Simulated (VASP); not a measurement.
# Rb4LiH4O4 (a cell with a defect) in VASP: notebook

One crystal, Rb4LiH4O4 (a cell with a defect), is run at these levels: PBE; tasks: single point.

Everything below comes from runs of VASP 6.6.1. Logs are shortened: lines on timing, memory, paths and dates and some standing lists are left out, and cuts for length are marked.

### Step 1. The structure

The cell holds a defect, 13 atoms: a = 5.904 Å, b = 5.904 Å, c = 5.748 Å, α = 104.18°, β = 75.82°, γ = 88.52°.

### Step 2. Single point, PBE, collinear spin, typed start

File INCAR:

```
PREC = Accurate ; ENCUT = 520
EDIFF = 1E-6 ; ISMEAR = 0
SIGMA = 0.02 ; LREAL = False
LASPH = True ; NELM = 150
ALGO = Normal ; ISIF = 2
LWAVE = False ; LCHARG = False
ISPIN = 2 ; MAGMOM = 0 0 0 0 0 0 0 0 0 0 0 0 1
LORBIT = 11 ; GGA = PE
NBANDS = 50
```

File KPOINTS:

```
regular mesh
0
Gamma
  2 2 2
```

File POSCAR:

```
Rb4LiH4O4
1.0
   -4.1204980000     -4.2285670000      0.0000000000
    4.1204980000     -4.2285670000      0.0000000000
   -2.0178130000      0.0000000000      5.3821060000
Rb H O Li
4 4 4 1
Direct
    0.1034410429      0.1736232874      0.1539724022
    0.9105055701      0.9477234024      0.5797179311
    0.4726560158      0.6661754831      0.3322459019
    0.4215328537      0.3289684747      0.7172482625
    0.7012918309      0.2639999337      1.0736862158
    0.0021242219      0.5936389273      0.0952123731
    0.3886763859      0.7669996469      0.9002939511
    0.5725332593     -0.0032938780      0.1045928955
    0.7907786501      0.3445859244      0.9518784597
    0.0770941803      0.7217272412      0.0352271938
    0.5523804079      0.7877298129      0.8230652143
    0.5562999328      0.1079847311      0.2684477277
    0.8396367482      0.6009114129      0.8407401714
```

Potentials or basis: VASP PAW PBE potentials, release 64 (Rb_sv, H, O, Li_sv).

Command:

```
$ cat potpaw_PBE.64/Rb_sv/POTCAR potpaw_PBE.64/H/POTCAR potpaw_PBE.64/O/POTCAR potpaw_PBE.64/Li_sv/POTCAR > POTCAR
$ mpirun -np 1 vasp_std > vasp.out
```

OUTCAR:

```text
PREC = Accurate
   ENCUT = 520
   EDIFF = 1E-6
   ISMEAR = 0
   LREAL = False
   LASPH = True
   NELM = 150
   ISIF = 2
   ISPIN = 2
   LORBIT = 11
   GGA = PE

 ion  position               nearest neighbor table
   1  0.103  0.174  0.154-   5 2.59  10 2.61   6 2.66   9 2.70   7 2.76   8 2.86  12 2.94   2 3.06
                             4 3.09  12 3.19  11 3.31  10 3.47   2 3.71   3 3.77  13 3.93  13 3.97
   2  0.911  0.948  0.580-  11 2.57   9 2.70  13 2.80   5 2.94   6 2.96  10 2.99   1 3.06   8 3.12
                            12 3.32   4 3.42   3 3.47   3 3.51  10 3.54   1 3.71  13 3.75  12 3.87
   3  0.473  0.666  0.332-   5 2.61   8 2.61  12 2.76   9 2.77   7 2.84  11 2.89  13 3.04   6 3.06
                             7 3.08  11 3.11  12 3.24  10 3.27   4 3.29   2 3.47   2 3.51  10 3.62
   4  0.422  0.329  0.717-  12 2.51   7 2.52  11 2.80   9 2.82  10 2.95   6 2.97   5 3.01   1 3.09
                            13 3.11   3 3.29   2 3.42  11 3.50  13 3.58   9 3.63   3 3.70   2 3.93
   5  0.701  0.264  0.074-   9 1.00   1 2.59   3 2.61   2 2.94   4 3.01
   6  0.002  0.594  0.095-  10 0.98   1 2.66   2 2.96   4 2.97   3 3.06
   7  0.389  0.767  0.900-  11 0.98   4 2.52   1 2.76   3 2.84   3 3.08
   8  0.573  0.997  0.105-  12 0.99   3 2.61   1 2.86   2 3.12
   9  0.791  0.345  0.952-   5 1.00  13 1.79   2 2.70   1 2.70   3 2.77   4 2.82   4 3.63
  10  0.077  0.722  0.035-   6 0.98  13 2.04   1 2.61   4 2.95   2 2.99   3 3.27   1 3.47   2 3.54
                             3 3.62
  11  0.552  0.788  0.823-   7 0.98  13 2.04   2 2.57   4 2.80   3 2.89   3 3.11   1 3.31   4 3.50

  12  0.556  0.108  0.268-   8 0.99   4 2.51   3 2.76   1 2.94   1 3.19   3 3.24   2 3.32   2 3.87

  13  0.840  0.601  0.841-   9 1.79  11 2.04  10 2.04   2 2.80   3 3.04   4 3.11   4 3.58   2 3.75
                             1 3.93   1 3.97   1 4.03   3 4.12

  LATTYP: Found a base centered monoclinic cell.
 ALAT       =     8.2409960000
 B/A-ratio  =     1.0262271696
 C/A-ratio  =     0.6974793274
 COS(beta)  =    -0.3510507234

  Lattice vectors:

 A1 = (   4.1204980000,  -4.2285670000,   0.0000000000)
 A2 = (   4.1204980000,   4.2285670000,   0.0000000000)
 A3 = (  -2.0178130000,   0.0000000000,   5.3821060000)

Analysis of symmetry for initial positions (statically):
=====================================================================
 Subroutine PRICEL returns:
 Original cell was already a primitive cell.

 Routine SETGRP: Setting up the symmetry group for a
 base centered monoclinic supercell.

 Subroutine GETGRP returns: Found  1 space group operations
 (whereof  1 operations were pure point group operations)
 out of a pool of  4 trial point group operations.

The static configuration has the point symmetry C_1 .

Analysis of symmetry for dynamics (positions and initial velocities):
=====================================================================
 Subroutine PRICEL returns:
 Original cell was already a primitive cell.

 Routine SETGRP: Setting up the symmetry group for a
 base centered monoclinic supercell.

 Subroutine GETGRP returns: Found  1 space group operations
 (whereof  1 operations were pure point group operations)
 out of a pool of  4 trial point group operations.

The dynamic configuration has the point symmetry C_1 .

Analysis of structural, dynamic, and magnetic symmetry:
=====================================================================
 Subroutine PRICEL returns:
 Original cell was already a primitive cell.

 Routine SETGRP: Setting up the symmetry group for a
 base centered monoclinic supercell.

 Subroutine GETGRP returns: Found  1 space group operations
 (whereof  1 operations were pure point group operations)
 out of a pool of  4 trial point group operations.

The overall configuration has the point symmetry C_1 .

 Subroutine INISYM returns: Found  1 space group operations
 (whereof  1 operations are pure point group operations),
 and found     1 'primitive' translations

----------------------------------------------------------------------------------------

                                     Primitive cell

  volume of cell :     187.5535

  direct lattice vectors                    reciprocal lattice vectors
    -4.120498000 -4.228567000  0.000000000    -0.121344556 -0.118243367 -0.045493460
     4.120498000 -4.228567000  0.000000000     0.121344556 -0.118243367  0.045493460
[... 97 lines left out ...]
   ISYM   =      2    0-nonsym 1-usesym 2-fastsym
   POTIM  = 0.5000    time-step for ionic-motion
   TEBEG  =    0.0;   TEEND  =   0.0 temperature during run
   PSTRESS=    0.0 pullay stress
   NELECT =      67.0000    total number of electrons
   NUPDOWN=      -1.0000    fix difference up-down
   EMIN   =  10.00;   EMAX   =-10.00  energy-range for DOS
   EFERMI =   0.00;   METHOD = LEGACY
   ISMEAR =     0;   SIGMA  =   0.02  broadening in eV -4-tet -1-fermi 0-gaus
   EFERMI_NEDOS =   21; number of points for ismear=-14 and -15
   IALGO  =     38    algorithm
   IMIX   =      4    mixing-type and parameters
     AMIX     =   0.40;   BMIX     =  1.00
     AMIX_MAG =   1.60;   BMIX_MAG =  1.00
  volume/ion in A,a.u.               =      14.43        97.36
  Fermi-wavevector in a.u.,A,eV,Ry     =   1.161604  2.195113 18.358661  1.349324
  Thomas-Fermi vector in A             =   2.298174
   LORBIT       =     11    0 simple, 1 ext, 2 COOP (PROOUT), +10 PAW based schemes
   GGA     = PE    functional components
   LHFCALC =     F    Hartree Fock is set to
   AEXX    =    0.0000 exact exchange contribution
   IVDW    =     0    specifies the selected vdW correction
   LEPSILON=     F    determine dielectric tensor
   LRPA    =     F    only Hartree local field effects (RPA)
 spin polarized calculation
 Gauss-broadening in eV      SIGMA  =   0.02
  energy-cutoff  :      520.00
  volume of cell :      187.55
 maximum number of plane-waves:      5068
 NGX is ok and might be reduce to    48
   NGX = 21   NGY = 21   NGZ = 21

 number of electron      67.0000002 magnetization       0.7498454

 Free energy of the ion-electron system (eV)
  ---------------------------------------------------
  ext. energy  EPLUGINS =         0.00000000
  ---------------------------------------------------
  free energy    TOTEN  =       -52.36871465 eV

  energy without entropy =      -52.36871408  energy(sigma->0) =      -52.36871437

 E-fermi :   3.8652     XC(G=0):  -8.8930

 val. band max:        3.8093044179   @ k =   0.0000   0.5000   0.5000
 cond. band min:       3.9210977799   @ k =   0.5000   0.5000   0.5000
 fundamental gap:      0.1117933620
 Fermi energy:         3.8652010955

 spin component 1

 k-point     1 :       0.0000    0.0000    0.0000
  band No.  band energies     occupation
      1     -42.8985      1.00000
      2     -25.4991      1.00000
      3     -25.2301      1.00000
      4     -25.1552      1.00000
      5     -25.0345      1.00000
      6     -17.3980      1.00000
[... 373 lines left out ...]
     44       8.2035      0.00000
     45       8.5453      0.00000
 Fermi energy:         3.8652010955

 spin component 2

 k-point     1 :       0.0000    0.0000    0.0000
  band No.  band energies     occupation
      1     -42.8595      1.00000
      2     -25.4742      1.00000
      3     -25.2109      1.00000
      4     -25.1342      1.00000
      5     -25.0144      1.00000
      6     -17.3834      1.00000
[... 373 lines left out ...]
     44       8.2541      0.00000
     45       8.7075      0.00000
 [bands above 45 left out]

------------------------ aborting loop because EDIFF is reached ----------------------------------------

  FORCE on cell =-STRESS in cart. coord.  units (eV):
  Direction    XX          YY          ZZ          XY          YZ          ZX
  --------------------------------------------------------------------------------------
  -------------------------------------------------------------------------------------
  Total        6.3775442      9.7810950     10.7931802     -3.0216721      1.8729692      0.2516757
  in kB       54.4802253     83.5550865     92.2008329    -25.8126591     15.9998551      2.1499419
  external PRESSURE =      76.7453815 kB  Pullay stress =       0.0000000 kB

 VOLUME and BASIS-vectors are now :
 -----------------------------------------------------------------------------
  energy-cutoff  :      520.00
  volume of cell :      187.55
      direct lattice vectors                 reciprocal lattice vectors
    -4.120498000 -4.228567000  0.000000000    -0.121344556 -0.118243367 -0.045493460
     4.120498000 -4.228567000  0.000000000     0.121344556 -0.118243367  0.045493460
    -2.017813000  0.000000000  5.382106000     0.000000000  0.000000000  0.185800874

 POSITION                                       TOTAL-FORCE (eV/Angst)
 -----------------------------------------------------------------------------------
     -0.02150     -1.17159      0.82870         0.006347     -0.010564      0.007455
     -1.01641     -7.85765      3.12010        -0.004760     -0.007378     -0.000210
      0.12699     -4.81563      1.78818         0.001120      0.002369      0.005028
     -1.82868     -3.17355      3.86031        -0.003025      0.010136      0.007486
     -1.95055     -4.08180      0.39659        -0.029770      0.078008      0.069065
      2.24521     -2.51922      0.51244        -0.046507      0.125757      0.043911
     -0.25774     -4.88685      4.84548         0.057662      0.090773      0.043606
      1.53675     -6.63563      0.56293        -0.028262      0.045479     -0.104232
     -3.75925     -4.80097      5.12311         0.019735     -0.072331     -0.056024
      2.58513     -3.37787      0.18960         0.034111     -0.110939     -0.058942
     -0.69103     -5.66675      4.42982        -0.042394     -0.081768     -0.029174
     -2.38896     -2.80897      1.44481         0.022879     -0.055724      0.074548
     -2.68012     -6.09145      4.52495         0.012863     -0.013817     -0.002518
 -----------------------------------------------------------------------------------
    total drift:                                0.000217     -0.000073     -0.000891

  FREE ENERGIE OF THE ION-ELECTRON SYSTEM (eV)
  ---------------------------------------------------
  free  energy   TOTEN  =       -52.3687146509 eV

  energy  without entropy=      -52.3687140793  energy(sigma->0) =      -52.36871437

 total charge

# of ion       s       p       d       tot
------------------------------------------
    1        1.958   5.342   0.056   7.357
    2        1.956   5.339   0.056   7.351
    3        1.953   5.340   0.051   7.344
    4        1.953   5.344   0.059   7.356
    5        0.592   0.131   0.000   0.723
    6        0.624   0.128   0.000   0.752
    7        0.609   0.129   0.000   0.738
    8        0.605   0.130   0.000   0.735
    9        1.557   3.568   0.000   5.125
   10        1.561   3.523   0.000   5.084
   11        1.557   3.543   0.000   5.100
   12        1.561   3.528   0.000   5.089
   13        2.030   0.070   0.000   2.099
--------------------------------------------------
tot         18.516  36.116   0.223  54.855

 magnetization (x)

# of ion       s       p       d       tot
------------------------------------------
    1        0.007   0.010   0.012   0.029
    2        0.004   0.010   0.013   0.028
    3        0.003   0.006   0.009   0.018
    4        0.002   0.005   0.007   0.014
    5        0.001   0.000   0.000   0.001
    6       -0.000   0.001   0.000   0.001
    7        0.000   0.000   0.000   0.000
    8       -0.000   0.000   0.000   0.000
    9        0.001   0.011   0.000   0.012
   10        0.001   0.013   0.000   0.014
   11        0.000   0.006   0.000   0.007
   12       -0.000   0.006   0.000   0.006
   13        0.005   0.010   0.000   0.015
--------------------------------------------------
tot          0.025   0.080   0.042   0.146
```

It took 2.2 min on 1 thread of AMD EPYC 9R45 (Zen 5), shared host; peak memory 0.43 GiB.

Results:

| Property | Result |
| --- | --- |
| Free energy | -52.3687 eV |
| Largest force | 0.141 eV/Å |
| Band gap on the k mesh | none (metal or under the smearing width) |
| Net moment | 0.75 μB per cell |
| Site moments | Rb +0.03, +0.02, +0.01; H +0.00; O +0.01; Li +0.01 μB |
| Valence electrons inside the program's atomic spheres | Rb 7.36, 7.35, 7.34; H 0.72, 0.75, 0.74, 0.73; O 5.12, 5.08, 5.10, 5.09; Li 2.10 |

Forces in eV/Å, atoms in the order of the input:
```
Rb   0.006 -0.011  0.007
Rb  -0.005 -0.007  0.000
Rb   0.001  0.002  0.005
Rb  -0.003  0.010  0.007
H   -0.030  0.078  0.069
H   -0.047  0.126  0.044
H    0.058  0.091  0.044
H   -0.028  0.045 -0.104
O    0.020 -0.072 -0.056
O    0.034 -0.111 -0.059
O   -0.042 -0.082 -0.029
O    0.023 -0.056  0.075
Li   0.013 -0.014 -0.003
```

Caveat: the k mesh is coarse (spacing up to 0.58 Å⁻¹), so the values aren't converged; the cutoff is under 1.25 times the usual one of these potentials, so pressure, stress and relaxed cells hold a basis-set (Pulay) error.

### Step 3. Single point, PBE, collinear spin, typed start

File INCAR:

```
SYSTEM = Rb4LiH4O4
  PREC = Accurate
  ENCUT = 520
  EDIFF = 1E-6
  ISMEAR = 0
  SIGMA = 0.02
  LREAL = .FALSE.
  LASPH = .TRUE.
  NELM = 150
  ALGO = Normal
  ISIF = 2
  LWAVE = .FALSE.
  LCHARG = .FALSE.
  ISPIN = 2
  MAGMOM = 0 0 0 0 0 0 0 0 0 0 0 0 1
  LORBIT = 11
  GGA = PE
  NBANDS = 50
```

File KPOINTS:

```
Automatic mesh
0
G
  2 2 2
  0 0 0
```

File POSCAR:

```
Rb4LiH4O4
1.0
   -4.1204980000     -4.2285670000      0.0000000000
    4.1204980000     -4.2285670000      0.0000000000
   -2.0178130000      0.0000000000      5.3821060000
Rb H O Li
4 4 4 1
Direct
    0.1044028268      0.1680076361      0.1421329029
    0.9110361572      0.9438496571      0.5687729393
    0.4732980183      0.6612709180      0.3197952399
    0.4215695196      0.3247165182      0.7054517413
    0.7024130884      0.2594371281      1.0628050053
    0.0019097812      0.5882201549      0.0839316997
    0.3892106352      0.7621964608      0.8879710263
    0.5741779859     -0.0082537676      0.0928337968
    0.7914618971      0.3400968574      0.9407733904
    0.0774677420      0.7157704949      0.0232986734
    0.5528016834      0.7835555108      0.8111902272
    0.5584283595      0.1026618670      0.2567914610
    0.8397670854      0.5954062942      0.8288873366
```

Potentials or basis: VASP PAW PBE potentials, release 64 (Rb_sv, H, O, Li_sv).

Command:

```
$ cat potpaw_PBE.64/Rb_sv/POTCAR potpaw_PBE.64/H/POTCAR potpaw_PBE.64/O/POTCAR potpaw_PBE.64/Li_sv/POTCAR > POTCAR
$ mpirun -np 1 vasp_std > vasp.out
```

Run time: 2.3 min. Hardware: 1 thread of AMD EPYC 9R45 (Zen 5), shared host; peak memory 0.43 GiB.

The run converged. Its results:

| Quantity | Value |
| --- | --- |
| Free energy | -52.3685 eV |
| Largest force | 0.144 eV/Å |
| Band gap on the k mesh | none (metal or under the smearing width) |
| Net moment | 0.75 μB per cell |
| Site moments | Rb +0.03, +0.02, +0.01; H +0.00; O +0.01; Li +0.01 μB |
| Valence electrons inside the program's atomic spheres | Rb 7.36, 7.35, 7.34; H 0.72, 0.75, 0.74, 0.73; O 5.13, 5.08, 5.10, 5.09; Li 2.10 |

Forces in eV/Å, atoms in the order of the input:
```
Rb   0.003 -0.015 -0.002
Rb  -0.015  0.008 -0.007
Rb   0.007  0.002  0.017
Rb  -0.012  0.013  0.004
H   -0.028  0.082  0.061
H   -0.042  0.120  0.037
H    0.061  0.091  0.051
H   -0.025  0.047 -0.103
O    0.011 -0.046 -0.045
O    0.037 -0.130 -0.050
O   -0.049 -0.073 -0.031
O    0.029 -0.057  0.080
Li   0.024 -0.044 -0.013
```

Levels at points of the mesh, in eV from the Fermi level:
Spin up:
```
           k point  band 31  band 32  band 33  band 34  band 35  band 36  band 37  band 38
(0.00, 0.00, 0.00)    -4.33    -4.10    -4.05    -1.41     1.31     1.70     2.22     2.53
(0.50, 0.00, 0.00)    -4.31    -4.09    -3.95    -0.62     1.22     1.74     2.25     2.35
(0.00, 0.50, 0.00)    -4.31    -4.17    -4.11    -0.29     0.72     1.97     2.37     2.73
(0.50, 0.50, 0.00)    -4.36    -4.21    -4.04    -0.11     1.06     1.52     2.42     2.62
(0.00, 0.00, 0.50)    -4.34    -4.11    -4.00    -0.46     1.31     1.52     2.17     2.54
(0.50, 0.00, 0.50)    -4.37    -4.10    -3.99    -0.42     1.27     2.03     2.18     2.33
(0.00, 0.50, 0.50)    -4.28    -4.21    -4.09    -0.06     1.37     1.54     2.05     2.41
(0.50, 0.50, 0.50)    -4.27    -4.22    -4.08     0.06     1.49     1.75     2.19     2.51
```
Spin down:
```
           k point  band 31  band 32  band 33  band 34  band 35  band 36
(0.00, 0.00, 0.00)    -4.30    -4.09    -4.04    -0.71     1.70     1.92
(0.50, 0.00, 0.00)    -4.28    -4.08    -3.93     0.43     1.42     1.87
(0.00, 0.50, 0.00)    -4.30    -4.15    -4.09     0.80     0.87     2.34
(0.50, 0.50, 0.00)    -4.33    -4.19    -4.02     1.13     1.17     1.91
(0.00, 0.00, 0.50)    -4.33    -4.09    -3.98     0.63     1.38     1.72
(0.50, 0.00, 0.50)    -4.35    -4.09    -3.98     0.72     1.45     2.25
(0.00, 0.50, 0.50)    -4.26    -4.19    -4.08     1.07     1.57     1.76
(0.50, 0.50, 0.50)    -4.24    -4.21    -4.06     1.21     1.79     1.86
```

Caveat: the k mesh is coarse (spacing up to 0.58 Å⁻¹), so the values aren't converged; the cutoff is under 1.25 times the usual one of these potentials, so pressure, stress and relaxed cells hold a basis-set (Pulay) error.
